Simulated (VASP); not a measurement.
The system is NiMoIrPdW.

```xyz
5
Lattice="2.3446 -1.4314 0.0091 2.3446 1.4314 0.0091 -2.2060 0.0000 10.9237" Properties=species:S:1:pos:R:3 pbc="T T T"
Ni    1.6857    0.0000    3.2343
Mo   -0.5221    0.0000    9.9690
Pd    0.0775    0.0000    5.3638
Ir    3.2778    0.0000    1.1936
W     1.6891    0.0000    7.5942
```

The cell was built by a generator and needn't be a form met in nature.

- Program: VASP 6.6.1
- Task: relaxation of cell and atoms
- Functional: PBE
- Dispersion: D2
- Potentials or basis: VASP PAW PBE potentials, release 64 (Ni, Mo_sv, Pd, Ir, W_sv)
- Cutoff: 600 eV
- k mesh: 11 × 11 × 3
- Occupations: fermi-dirac, width 0.05 eV
- Spin: collinear spin, ferromagnetic start
- Starting moments: [1.0, 1.0, 0.0, 0.6, 0.0] μB

At the start: pressure -12.1 GPa; volume 14.68 Å³/atom.

How do energy, volume and symmetry change on relaxing?

Over 54 steps the energy falls by 33.6 meV/atom and the volume is 13.88 Å³/atom (-5.4 %); space group Cm (No. 8, to 0.05 Å); moment 0.00 μB per cell.

The path:
```csv
step,energy change (eV),largest force (eV/Å),pressure (GPa),volume (Å³)
1,0.0000,0.2454,-12.09,73.38
3,-0.1485,0.3395,-0.53,69.84
5,-0.1487,0.3576,-0.08,69.65
7,-0.1486,0.3654,0.48,69.58
9,-0.1596,0.2920,0.81,69.27
11,-0.1645,0.1658,-1.11,69.71
13,-0.1668,0.0581,0.01,69.44
15,-0.1673,0.0428,0.10,69.39
17,-0.1676,0.0550,-0.14,69.45
19,-0.1676,0.0659,-0.41,69.50
21,-0.1676,0.0598,-0.28,69.47
23,-0.1681,0.0215,-0.14,69.44
25,-0.1681,0.0162,-0.12,69.40
27,-0.1681,0.0132,0.20,69.36
29,-0.1681,0.0155,0.14,69.39
31,-0.1681,0.0094,0.03,69.40
33,-0.1681,0.0119,-0.09,69.41
35,-0.1681,0.0099,-0.03,69.41
37,-0.1681,0.0111,-0.04,69.41
39,-0.1681,0.0083,0.06,69.38
41,-0.1681,0.0078,0.02,69.39
43,-0.1681,0.0080,0.02,69.39
45,-0.1682,0.0117,-0.02,69.42
47,-0.1682,0.0085,-0.05,69.40
49,-0.1681,0.0182,0.12,69.36
51,-0.1682,0.0111,0.10,69.39
53,-0.1682,0.0102,0.06,69.39
54,-0.1682,0.0039,0.03,69.42
```

Final structure:
```yaml
crystal:
  lattice:
    - [2.32317, -1.38625, 0.01264]
    - [2.32317, 1.38625, 0.01264]
    - [-2.16866, 0.00000, 10.76589]
  atoms:
    - { symbol: Ni, position: [0.49822, 0.49822, 0.29640] }
    - { symbol: Mo, position: [0.32273, 0.32273, 0.91362] }
    - { symbol: Pd, position: [0.24829, 0.24829, 0.48726] }
    - { symbol: Ir, position: [0.74944, 0.74944, 0.11082] }
    - { symbol: W, position: [0.68132, 0.68132, 0.69191] }
```

Caveat: atom-pairwise D2, TS and ULG terms overbind metals; pairwise dispersion overbinds metals, which lowers pressure and volume.
